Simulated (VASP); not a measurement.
Consider the following.

```
In
1.0
    1.68189     0.97104     5.22372
   -1.68189     0.97104     5.22372
    0.00000    -1.94207     5.22372
In
2
Cartesian
  0.00000   0.00000   3.91694
  0.00000   0.00000  11.75421
```

The numbers are results of PBEsol GGA, VASP's PBE PAW potentials (set 64) (plane waves; VASP), not measurements. Numerical set-up: 400 eV cut-off, Gaussian smearing of 0.050 eV, potentials In_d.

Q: Give the energies of bands 11 to 16 at the high-symmetry points, in eV from the Fermi level.

A: 
```csv
band,Γ,T,H2,L,S0,F
11,-9.76,-8.25,-4.08,-4.74,-3.68,-4.57
12,-3.82,-8.24,-4.07,-4.74,-2.50,-3.60
13,-3.34,3.96,-1.41,-0.48,-2.43,-2.34
14,7.86,3.97,-1.40,-0.48,-1.08,-2.10
15,7.86,8.73,2.63,3.34,-0.23,3.57
16,10.25,8.73,2.63,3.35,3.68,4.51
```

It has no gap at this level: it comes out as a metal or semimetal.

The structure was generated: In was put into the A7 type (R-3m), which need not be its known phase. It was relaxed first, which changed the volume by -5 %.
